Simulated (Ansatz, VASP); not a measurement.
Given: the input of a run of Ansatz 0.2.0 on GaGe.

input.yaml

```yaml
crystal:
  lattice:
    - [0.0, 2.897844, 2.897844]
    - [2.897844, 0.0, 2.897844]
    - [2.897844, 2.897844, 0.0]
  atoms:
    - { symbol: Ge, position: [0.0, 0.0, 0.0] }
    - { symbol: Ga, position: [0.25, 0.25, 0.25] }
hamiltonian:
  xc: pbesol
  pseudopotentials: { kind: paw }
kpoints:
  mp_grid: { grid: [8, 8, 8] }
scf:
  occupations: { method: fermi_dirac, width: 0.05 }
output:
  forces: true
  stress: true
  eigenvalues: true
```

Potentials or basis: Ansatz PAW.

The run is started by

```bash
$ ansatz run input.yaml --threads 1 --pin off --max-ram 3584MiB --backend cpu --events-out ev --progress --plain --runs-dir out
```

Problem. Set up the same calculation for VASP 6.6.1. Potentials there: VASP PAW PBE potentials, release 64 (Ge_d, Ga_d).

Solution. As run (the cutoff follows the program's own potentials):

Contents of INCAR:

```
PREC = Accurate ; ENCUT = 520
EDIFF = 1E-7 ; ISMEAR = -1
SIGMA = 0.05 ; LREAL = F
LASPH = T ; NELM = 80
ALGO = Normal ; ISIF = 2
LWAVE = F ; LCHARG = F
GGA = PS ; NBANDS = 20
```

Contents of KPOINTS:

```
regular mesh
0
Gamma
  8 8 8
```

Contents of POSCAR:

```
GaGe
1.0
    0.0000000000      2.8978440000      2.8978440000
    2.8978440000      0.0000000000      2.8978440000
    2.8978440000      2.8978440000      0.0000000000
Ge Ga
1 1
Direct
    0.0000000000      0.0000000000      0.0000000000
    0.2500000000      0.2500000000      0.2500000000
```

Potentials or basis: VASP PAW PBE potentials, release 64 (Ge_d, Ga_d).

The run is started by

```sh
$ cat potpaw_PBE.64/Ge_d/POTCAR potpaw_PBE.64/Ga_d/POTCAR > POTCAR
$ mpirun -np 1 vasp_std > vasp.out
```

Both were run:

|  | VASP | Ansatz | Ansatz less VASP |
| --- | --- | --- | --- |
| gap on the k mesh at the Fermi level (eV) | none | none | - |
| pressure (GPa) | -2.4 | -2.4 | +0.02 |

A gap of «none» marks a metal or a gap that the smearing closes. With one functional, cell and mesh, what is left measures potentials, basis and numerics.

Caveats: the PAW data sets were made with another functional, which shifts forces and pressure a little (VASP); the PAW data sets come from PBE, with cores solved anew for the run's functional, which leaves a small shift of forces and pressure (Ansatz).
